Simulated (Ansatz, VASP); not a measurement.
## Cross-check of Si between VASP and Ansatz

Aim: how closely do two programs agree when they are given the same cell, functional and k mesh?

Method: plane waves, with VASP 6.6.1 beside it; dielectric response at LDA, in Ansatz 0.2.0.

### 1. Starting point

The structure is cubic, space group Fd-3m (No. 227). The conventional cell has a = 5.431 Å, b = 5.431 Å, c = 5.431 Å, α = 90.00°, β = 90.00°, γ = 90.00°. Nearest to Si lie 4 Si at 2.35 Å.

### 2. VASP: dielectric response, LDA

The response to a field tests empty states and converges slowly with the mesh.

Lines of VASP's logs that name or quote its potential files are left out, and so is its time.

INCAR reads:

```
SYSTEM = Si
PREC = Accurate
ENCUT = 450
EDIFF = 1E-08
NELM = 120
ISMEAR = 0
SIGMA = 0.02
LREAL = .FALSE.
ALGO = Normal
GGA = CA
NBANDS = 10
LASPH = .TRUE.
LWAVE = .FALSE.
LCHARG = .FALSE.
KPAR = 16
LEPSILON = .TRUE.
```

POSCAR reads:

```
Si
1.0
    0.0000000000      2.7155000000      2.7155000000
    2.7155000000      0.0000000000      2.7155000000
    2.7155000000      2.7155000000      0.0000000000
Si
2
Direct
    0.0000000000      0.0000000000      0.0000000000
    0.2500000000      0.2500000000      0.2500000000
```

KPOINTS reads:

```
Automatic mesh
0
Gamma
11 11 11
0 0 0
```

Potentials, in the order of the species: Si (LDA family, release 64).

On the command line:

```sh
mpirun -np 16 vasp_std
```

Numbers of over 12 decimals in the logs are rounded to 6 here.

The log of the run:

```text
[banner, memory and clock lines left out]
running   16 mpi-ranks, on    1 nodes
 distrk:  each k-point on    1 cores,   16 groups
 distr:  one band on    1 cores,    1 groups

 POSCAR found type information on POSCAR Si
 POSCAR found :  1 types and       2 ions
|                                                                             |
|           W    W    AA    RRRRR   N    N  II  N    N   GGGG   !!!           |
|           W    W   A  A   R    R  NN   N  II  NN   N  G    G  !!!           |
|           W    W  A    A  R    R  N N  N  II  N N  N  G       !!!           |
|           W WW W  AAAAAA  RRRRR   N  N N  II  N  N N  G  GGG   !            |
|           WW  WW  A    A  R   R   N   NN  II  N   NN  G    G                |
|           W    W  A    A  R    R  N    N  II  N    N   GGGG   !!!           |
|                                                                             |
|     For optimal performance we recommend to set                             |
|       NCORE = 2 up to number-of-cores-per-socket                            |
|     NCORE specifies how many cores store one orbital (NPAR=cpu/NCORE).      |
|     This setting can greatly improve the performance of VASP for DFT.       |
|     The default, NCORE=1 might be grossly inefficient on modern             |
|     multi-core architectures or massively parallel machines. Do your        |
|     Unfortunately you need to use the default for GW and RPA                |
|     calculations (for HF NCORE is supported but not extensively tested      |
|     yet).                                                                   |
|                                                                             |

 LDA part: xc-table for (Slater(with rela. corr.)+CA(PZ))
 , standard interpolation
 POSCAR, INCAR and KPOINTS ok, starting setup
 FFT: planning ... GRIDC
 FFT: planning ... GRID_SOFT
 FFT: planning ... GRID
 WAVECAR not read
 entering main loop
       N       E                     dE             d eps       ncg     rms          rms(c)
DAV:   1     0.510046332819E+01    0.51005E+01   -0.30403E+03  1120   0.556E+02
DAV:   2    -0.116635450959E+02   -0.16764E+02   -0.15891E+02  1560   0.812E+01
DAV:   3    -0.121731375572E+02   -0.50959E+00   -0.50842E+00  1370   0.128E+01
DAV:   4    -0.121773296691E+02   -0.41921E-02   -0.41917E-02  1426   0.150E+00
DAV:   5    -0.121773650626E+02   -0.35394E-04   -0.35393E-04  1372   0.114E-01    0.500E+00
DAV:   6    -0.119983005583E+02    0.17906E+00   -0.10890E-01  1270   0.139E+00    0.299E+00
DAV:   7    -0.119165561511E+02    0.81744E-01   -0.19293E-01  1282   0.191E+00    0.228E-01
DAV:   8    -0.119166843491E+02   -0.12820E-03   -0.71381E-03  1240   0.502E-01    0.769E-02
DAV:   9    -0.119166610646E+02    0.23285E-04   -0.20524E-04  1420   0.828E-02    0.606E-02
DAV:  10    -0.119166662941E+02   -0.52295E-05   -0.13566E-05  1304   0.234E-02    0.284E-02
DAV:  11    -0.119166662295E+02    0.64622E-07   -0.68403E-07  1352   0.487E-03    0.228E-03
DAV:  12    -0.119166662314E+02   -0.19073E-08   -0.11371E-08  1206   0.717E-04
   1 F= -.11916666E+02 E0= -.11916666E+02  d E =-.875822E-21
 Linear response reoptimize wavefunctions to high precision
DAV:   1    -0.119166662394E+02   -0.79240E-08   -0.35313E-09  1324   0.443E-04
DAV:   2    -0.119166662394E+02   -0.23874E-11   -0.21439E-11   716   0.342E-05
 Linear response G [H, r] |phi>, progress :
  Direction:   1
       N       E                     dE             d eps       ncg     rms
RMM:   1    -0.425930653013E+02   -0.42593E+02   -0.10419E+01  2846   0.421E+01
RMM:   2    -0.334150180023E+02    0.91780E+01   -0.35660E+00  1811   0.111E+01
RMM:   3    -0.333819508973E+02    0.33067E-01   -0.11564E-01  1822   0.184E+00
RMM:   4    -0.333793590264E+02    0.25919E-02   -0.27644E-03  1922   0.310E-01
RMM:   5    -0.333793146865E+02    0.44340E-04   -0.10628E-04  1916   0.557E-02
RMM:   6    -0.333793126581E+02    0.20284E-05   -0.45664E-06  1998   0.113E-02
RMM:   7    -0.333793125377E+02    0.12037E-06    0.15179E-07  1975   0.247E-03
RMM:   8    -0.333793125145E+02    0.23250E-07    0.14004E-06  2036   0.780E-04
RMM:   9    -0.333793126398E+02   -0.12528E-06    0.41146E-06  1718   0.436E-04
RMM:  10    -0.333793126892E+02   -0.49435E-07    0.57956E-06  1424   0.366E-04
RMM:  11    -0.333793126815E+02    0.76939E-08   -0.49503E-07  1244   0.352E-04
RMM:  12    -0.333793127642E+02   -0.82712E-07    0.18503E-06  1092   0.350E-04
RMM:  13    -0.333793127559E+02    0.83403E-08    0.38681E-06   953   0.350E-04
 Linear response G [H, r] |phi>, progress :
  Direction:   2
       N       E                     dE             d eps       ncg     rms
RMM:   1    -0.418862868925E+02   -0.41886E+02   -0.41773E+01  2794   0.403E+01
RMM:   2    -0.347500375467E+02    0.71362E+01   -0.27092E+00  1810   0.101E+01
RMM:   3    -0.347391010526E+02    0.10936E-01   -0.84754E-02  1823   0.163E+00
RMM:   4    -0.347377567648E+02    0.13443E-02   -0.23512E-03  1923   0.280E-01
RMM:   5    -0.347377092510E+02    0.47514E-04   -0.99396E-05  1922   0.509E-02
RMM:   6    -0.347377067154E+02    0.25356E-05   -0.59319E-06  1989   0.105E-02
RMM:   7    -0.347377064936E+02    0.22188E-06   -0.18776E-06  1987   0.236E-03
RMM:   8    -0.347377063971E+02    0.96489E-07   -0.13171E-05  2021   0.749E-04
[...]
RMM:  10    -0.181261574776E+02   -0.28799E-07    0.53936E-06  1405   0.279E-04
RMM:  11    -0.181261575092E+02   -0.31660E-07   -0.30821E-06  1170   0.273E-04
RMM:  12    -0.181261575093E+02   -0.73705E-10   -0.89372E-07   980   0.270E-04
RMM:  13    -0.181261575099E+02   -0.56986E-09   -0.88650E-07   883   0.271E-04
 Linear response to external field (no local field effect), progress :
  Direction:   1
       N       E                     dE             d eps       ncg     rms          rms(c)
RMM:   1    -0.188206668834E+01   -0.18821E+01   -0.96819E+00  2539   0.406E+00
RMM:   2    -0.189586884962E+01   -0.13802E-01   -0.17798E-02  1793   0.743E-01
RMM:   3    -0.189613235437E+01   -0.26350E-03   -0.23717E-04  1812   0.767E-02
RMM:   4    -0.189613430330E+01   -0.19489E-05   -0.30730E-06  1892   0.105E-02
RMM:   5    -0.189613433183E+01   -0.28523E-07   -0.54074E-08  1864   0.131E-03
RMM:   6    -0.189613433221E+01   -0.38139E-09   -0.30043E-09  1797   0.216E-04
 change of polarisation eV/A/(eV/A) component  1 :     3.792     2.309     0.394
 dielectric tensor                  component  1 :    18.135    10.432     1.780
 Linear response to external field (no local field effect), progress :
  Direction:   2
       N       E                     dE             d eps       ncg     rms          rms(c)
RMM:   1    -0.189260604424E+01   -0.18926E+01   -0.95940E+00  2533   0.407E+00
RMM:   2    -0.191573334699E+01   -0.23127E-01   -0.17862E-02  1804   0.738E-01
RMM:   3    -0.191599261459E+01   -0.25927E-03   -0.23326E-04  1824   0.756E-02
RMM:   4    -0.191599452909E+01   -0.19145E-05   -0.30089E-06  1902   0.102E-02
RMM:   5    -0.191599455875E+01   -0.29657E-07   -0.55954E-08  1878   0.127E-03
RMM:   6    -0.191599455918E+01   -0.43225E-09   -0.75665E-09  1807   0.209E-04
 change of polarisation eV/A/(eV/A) component  2 :     2.309     3.832    -0.465
 dielectric tensor                  component  2 :    10.432    18.315    -2.103
 Linear response to external field (no local field effect), progress :
  Direction:   3
       N       E                     dE             d eps       ncg     rms          rms(c)
RMM:   1    -0.617639765777E+00   -0.61764E+00   -0.28983E+00  2482   0.278E+00
RMM:   2    -0.640357447629E+00   -0.22718E-01   -0.82318E-03  1788   0.572E-01
RMM:   3    -0.640484118368E+00   -0.12667E-03   -0.11871E-04  1793   0.627E-02
RMM:   4    -0.640485183170E+00   -0.10648E-05   -0.17599E-06  1851   0.883E-03
RMM:   5    -0.640485201251E+00   -0.18081E-07   -0.36228E-08  1855   0.115E-03
RMM:   6    -0.640485201570E+00   -0.31837E-09   -0.29616E-09  1775   0.190E-04
 change of polarisation eV/A/(eV/A) component  3 :     0.394    -0.465     1.281
 dielectric tensor                  component  3 :     1.780    -2.103     6.788
 Linear response to external field, progress :
  Direction:   1
       N       E                     dE             d eps       ncg     rms          rms(c)
RMM:   1    -0.146380106561E+01   -0.14638E+01   -0.73884E+00  5621   0.363E+00
RMM:   2    -0.148397998033E+01   -0.20179E-01   -0.14734E-02  4023   0.682E-01    0.159E+00
RMM:   3    -0.143337695326E+01    0.50603E-01   -0.23168E-02  4000   0.732E-01    0.874E-01
RMM:   4    -0.146714107466E+01   -0.33764E-01   -0.23504E-02  4045   0.758E-01    0.154E-01
RMM:   5    -0.147956068142E+01   -0.12420E-01   -0.73702E-04  4072   0.174E-01    0.290E-02
RMM:   6    -0.148008023340E+01   -0.51955E-03   -0.15986E-05  4231   0.262E-02    0.160E-02
RMM:   7    -0.148031178949E+01   -0.23156E-03   -0.96305E-07  4206   0.654E-03    0.882E-04
RMM:   8    -0.148033478992E+01   -0.23000E-04   -0.30311E-08  4432   0.936E-04    0.244E-04
RMM:   9    -0.148033382621E+01    0.96372E-06   -0.26235E-09  4322   0.338E-04    0.698E-05
RMM:  10    -0.148033489690E+01   -0.10707E-05    0.17821E-09  3239   0.557E-05    0.633E-06
 change of polarisation eV/A/(eV/A) component  1 :     2.792     1.427     0.350
 dielectric tensor                  component  1 :    13.615     6.448     1.583
 Linear response to external field, progress :
  Direction:   2
       N       E                     dE             d eps       ncg     rms          rms(c)
RMM:   1    -0.146425568968E+01   -0.14643E+01   -0.73929E+00  5645   0.364E+00
RMM:   2    -0.148398759034E+01   -0.19732E-01   -0.14569E-02  4030   0.683E-01    0.159E+00
RMM:   3    -0.143337619116E+01    0.50611E-01   -0.23173E-02  4005   0.732E-01    0.874E-01
RMM:   4    -0.146714043288E+01   -0.33764E-01   -0.23515E-02  4054   0.758E-01    0.154E-01
RMM:   5    -0.147955893455E+01   -0.12419E-01   -0.73710E-04  4075   0.174E-01    0.290E-02
RMM:   6    -0.148008020437E+01   -0.52127E-03   -0.16004E-05  4235   0.262E-02    0.160E-02
RMM:   7    -0.148031149632E+01   -0.23129E-03   -0.96762E-07  4215   0.654E-03    0.883E-04
RMM:   8    -0.148033459694E+01   -0.23101E-04   -0.34267E-08  4439   0.940E-04    0.244E-04
RMM:   9    -0.148033362515E+01    0.97178E-06   -0.12512E-08  4311   0.340E-04    0.699E-05
RMM:  10    -0.148033469615E+01   -0.10710E-05   -0.26375E-09  3263   0.573E-05    0.636E-06
 change of polarisation eV/A/(eV/A) component  2 :     1.326     2.792    -0.103
 dielectric tensor                  component  2 :     5.991    13.615    -0.464
 Linear response to external field, progress :
  Direction:   3
       N       E                     dE             d eps       ncg     rms          rms(c)
RMM:   1    -0.146425567610E+01   -0.14643E+01   -0.73929E+00  5645   0.364E+00
RMM:   2    -0.148398834938E+01   -0.19733E-01   -0.14552E-02  4031   0.683E-01    0.159E+00
RMM:   3    -0.143337706298E+01    0.50611E-01   -0.23157E-02  4004   0.732E-01    0.874E-01
RMM:   4    -0.146714048697E+01   -0.33763E-01   -0.23499E-02  4055   0.758E-01    0.154E-01
RMM:   5    -0.147955920956E+01   -0.12419E-01   -0.73683E-04  4073   0.174E-01    0.290E-02
RMM:   6    -0.148007994289E+01   -0.52073E-03   -0.15980E-05  4232   0.262E-02    0.160E-02
RMM:   7    -0.148031153138E+01   -0.23159E-03   -0.96384E-07  4211   0.654E-03    0.883E-04
RMM:   8    -0.148033456793E+01   -0.23037E-04   -0.31066E-08  4439   0.938E-04    0.244E-04
RMM:   9    -0.148033360903E+01    0.95890E-06   -0.98178E-09  4336   0.338E-04    0.699E-05
RMM:  10    -0.148033468439E+01   -0.10754E-05   -0.13693E-07  3241   0.559E-05    0.634E-06
 change of polarisation eV/A/(eV/A) component  3 :     0.249     0.974     2.792
 dielectric tensor                  component  3 :     1.125     4.402    13.615
 Born effective charges drift removed
```

From OUTCAR (step 2):

```text
ion  position               nearest neighbor table
   1  0.000  0.000  0.000-   2 2.35   2 2.35   2 2.35   2 2.35
   2  0.250  0.250  0.250-   1 2.35   1 2.35   1 2.35   1 2.35

  LATTYP: Found a face centered cubic cell.
 ALAT       =     5.4310000000

 Subroutine GETGRP returns: Found 48 space group operations
 (whereof 24 operations were pure point group operations)

The static configuration has the point symmetry T_d .
 The point group associated with its full space group is O_h .

 Found     56 irreducible k-points:

   k-points           NKPTS =     56   k-points in BZ     NKDIM =     56   number of bands    NBANDS=     10

   dimension x,y,z NGX =    28 NGY =   28 NGZ =   28
   dimension x,y,z NGXF=    56 NGYF=   56 NGZF=   56

   ENCUT  =  450.0 eV  33.07 Ry    5.75 a.u.   6.64  6.64  6.64*2*pi/ulx,y,z

   NELECT =       8.0000    total number of electrons

 k-points in reciprocal lattice and weights: Automatic mesh
   0.00000000  0.00000000  0.00000000       0.001
   0.09090909  0.00000000  0.00000000       0.006
   0.18181818  0.00000000  0.00000000       0.006
   0.27272727  0.00000000  0.00000000       0.006
   0.36363636  0.00000000  0.00000000       0.006
   0.45454545  0.00000000  0.00000000       0.006
   0.09090909  0.09090909  0.00000000       0.005
   0.18181818  0.09090909  0.00000000       0.018
   0.27272727  0.09090909  0.00000000       0.018
[...]
-0.36363636  0.45454545  0.18181818       0.018
  -0.27272727  0.45454545  0.18181818       0.018

 average (electrostatic) potential at core
       1 -84.8943       2 -84.8943

  Total       -0.3648233     -0.3648233     -0.3648233     -0.0000000      0.0000000     -0.0000000
  in kB      -14.5953219    -14.5953219    -14.5953219     -0.0000000      0.0000000     -0.0000000
  external PRESSURE =     -14.5953219 kB  Pullay stress =       0.0000000 kB

  energy-cutoff  :      450.00
  volume of cell :       40.05
      direct lattice vectors                 reciprocal lattice vectors
     0.000000000  2.715500000  2.715500000    -0.184128153  0.184128153  0.184128153
     2.715500000  0.000000000  2.715500000     0.184128153 -0.184128153  0.184128153
     2.715500000  2.715500000  0.000000000     0.184128153  0.184128153 -0.184128153

 POSITION                                       TOTAL-FORCE (eV/Angst)
 -----------------------------------------------------------------------------------
      0.00000      0.00000      0.00000         0.000000      0.000000      0.000000
      1.35775      1.35775      1.35775        -0.000000     -0.000000     -0.000000
 -----------------------------------------------------------------------------------
    total drift:                                0.000000      0.000000     -0.000000

 MACROSCOPIC STATIC DIELECTRIC TENSOR (including local field effects in DFT)
 ------------------------------------------------------
          13.614852     0.000000    -0.000000
           0.000000    13.614852     0.000000
           0.000000     0.000000    13.614852
 ------------------------------------------------------

 PIEZOELECTRIC TENSOR (including local field effects)  for field in x, y, z        (C/m^2)
          XX          YY          ZZ          XY          YZ          ZX
  --------------------------------------------------------------------------------
  x     0.00000    -0.00000    -0.00000    -0.00000    -0.00000     0.00000
  y     0.00000     0.00000     0.00000     0.00000     0.00000     0.00000
  z     0.00000     0.00000     0.00000     0.00000     0.00000     0.00000

 BORN EFFECTIVE CHARGES (including local field effects) (in |e|, cummulative output)
 ---------------------------------------------------------------------------------
 ion    1
    1    -0.00000     0.00000     0.00000
    2    -0.00000    -0.00000    -0.00000
    3    -0.00000     0.00000    -0.00000
 ion    2
    1     0.00000     0.00000     0.00000
    2     0.00000     0.00000     0.00000
    3     0.00000    -0.00000     0.00000
```

Energies printed during the response cycles are not total energies of the cell.

(Continued in part 2 of 2.)

[Lines on the potential files, build, host, timing and source positions are cut from VASP's logs without a mark.]

[Logs are printed without paths, hosts, clocks, repeated set-up lines and the standing remarks that a program may print on its own settings, such as how far it seeks lower states.]

[Hosts, paths, dates, database ids (printed as entryN), source tags and the programs' standing remarks are cut or masked in the printed files.]
